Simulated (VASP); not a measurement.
Here is the system:

```xyz
2
Lattice="0.0000 3.4846 3.4846 3.4846 0.0000 3.4846 3.4846 3.4846 0.0000" Properties=species:S:1:pos:R:3 pbc="T T T"
Ba     0.0000     0.0000     0.0000
Te     3.4846     3.4846     3.4846
```

All values below come from PBEsol GGA, VASP's PBE PAW potentials (set 64) (plane waves; VASP). Numerical set-up: 520 eV cut-off, 7×7×7 Γ-centred mesh, Gaussian smearing of 0.050 eV, potentials Ba_sv Te.

Question: Predict the energy per atom (σ→0).

Answer: 
- energy per atom (σ→0) = -4596 meV/atom

The absolute energy has meaning only against runs of the same code, potentials and settings.

The compound is BaTe in the rock salt structure. It was relaxed first.
